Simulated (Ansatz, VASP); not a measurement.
## Hf7CO16 (a cell with a defect): VASP beside Ansatz

The input INCAR:

```
SYSTEM = Hf7CO16
ALGO = Fast
EDIFF = 1E-8
ENCUT = 520
GGA = PE
ISIF = 2
ISMEAR = -1
LASPH = .TRUE.
LCHARG = .FALSE.
LEFG = .TRUE.
LREAL = Auto
LWAVE = .FALSE.
NBANDS = 103
NELM = 100
PREC = Accurate
SIGMA = 0.01
```

File KPOINTS:

```
k-points
0
G
  3 3 3
  0 0 0
```

File POSCAR:

```
Hf7CO16
1.0
    0.0000000000      5.1150000000      5.1150000000
    5.1150000000      0.0000000000      5.1150000000
    5.1150000000      5.1150000000      0.0000000000
C Hf O
1 7 16
Direct
    0.0000000000      0.0000000000      0.0000000000
    0.0000000000      0.0000000000      0.5000000000
    0.0000000000      0.5000000000      0.0000000000
    0.0000000000      0.5000000000      0.5000000000
    0.5000000000      0.0000000000      0.0000000000
    0.5000000000      0.0000000000      0.5000000000
    0.5000000000      0.5000000000      0.0000000000
    0.5000000000      0.5000000000      0.5000000000
    0.1250000000      0.1250000000      0.1250000000
    0.1250000000      0.1250000000      0.6250000000
    0.1250000000      0.6250000000      0.1250000000
    0.1250000000      0.6250000000      0.6250000000
    0.6250000000      0.1250000000      0.1250000000
    0.6250000000      0.1250000000      0.6250000000
    0.6250000000      0.6250000000      0.1250000000
    0.6250000000      0.6250000000      0.6250000000
    0.3750000000      0.3750000000      0.3750000000
    0.3750000000      0.3750000000      0.8750000000
    0.3750000000      0.8750000000      0.3750000000
    0.3750000000      0.8750000000      0.8750000000
    0.8750000000      0.3750000000      0.3750000000
    0.8750000000      0.3750000000      0.8750000000
    0.8750000000      0.8750000000      0.3750000000
    0.8750000000      0.8750000000      0.8750000000
```

Input for Ansatz:

```yaml
crystal:
  lattice:
    - [0.0, 5.115, 5.115]
    - [5.115, 0.0, 5.115]
    - [5.115, 5.115, 0.0]
  atoms:
    - { symbol: C, position: [0.0, 0.0, 0.0] }
    - { symbol: Hf, position: [0.0, 0.0, 0.5] }
    - { symbol: Hf, position: [0.0, 0.5, 0.0] }
    - { symbol: Hf, position: [0.0, 0.5, 0.5] }
    - { symbol: Hf, position: [0.5, 0.0, 0.0] }
    - { symbol: Hf, position: [0.5, 0.0, 0.5] }
    - { symbol: Hf, position: [0.5, 0.5, 0.0] }
    - { symbol: Hf, position: [0.5, 0.5, 0.5] }
    - { symbol: O, position: [0.125, 0.125, 0.125] }
    - { symbol: O, position: [0.125, 0.125, 0.625] }
    - { symbol: O, position: [0.125, 0.625, 0.125] }
    - { symbol: O, position: [0.125, 0.625, 0.625] }
    - { symbol: O, position: [0.625, 0.125, 0.125] }
    - { symbol: O, position: [0.625, 0.125, 0.625] }
    - { symbol: O, position: [0.625, 0.625, 0.125] }
    - { symbol: O, position: [0.625, 0.625, 0.625] }
    - { symbol: O, position: [0.375, 0.375, 0.375] }
    - { symbol: O, position: [0.375, 0.375, 0.875] }
    - { symbol: O, position: [0.375, 0.875, 0.375] }
    - { symbol: O, position: [0.375, 0.875, 0.875] }
    - { symbol: O, position: [0.875, 0.375, 0.375] }
    - { symbol: O, position: [0.875, 0.375, 0.875] }
    - { symbol: O, position: [0.875, 0.875, 0.375] }
    - { symbol: O, position: [0.875, 0.875, 0.875] }
kpoints:
  mp_grid: { grid: [3, 3, 3] }
scf:
  occupations: { method: fermi_dirac, width: 0.01 }
hamiltonian:
  xc: pbe
  pseudopotentials: { kind: paw }
output:
  forces: true
  stress: true
  populations: true
  efg:
    quadrupole_moments_barn: { Hf: 3.365, O: -0.02558 }
    contact_densities: true
  write_density: true
  write_potential: true
  elf: true
  volumetric_format: npy
```

Alike in both runs: task electric field gradients; functional PBE; k mesh 3 × 3 × 3; occupations fermi-dirac, width 0.01 eV; no spin polarisation.

```csv
,VASP,Ansatz
version,VASP 6.6.1,Ansatz 0.2.0
potentials or method,"VASP PAW PBE potentials, release 64 (C, Hf_pv, O)","plane-wave PAW, scalar-relativistic"
plane-wave cutoff (eV),520,420
valence electrons in the cell,170,282
```

|  | VASP | Ansatz | Ansatz less VASP |
| --- | --- | --- | --- |
| pressure (GPa) | -7.3 | -4.3 | +2.94 |
| rms of the force components (eV/Å) | 0.275 | 0.245 | -0.0300 |
| Vzz of the field gradient on the site that differs most (V/Å²) | -41.2 | -55.6 | -14.38 |

Atom by atom the forces differ by 0.031 eV/Å (rms over components). The functional is the same, so the differences come from potentials, cutoffs and numerics. The two sets of potentials don't hold the same shells in valence. Ansatz warned: «gradients_without_spin_orbit».

The runs have no spin-orbit coupling, so splittings on Hf are missing.
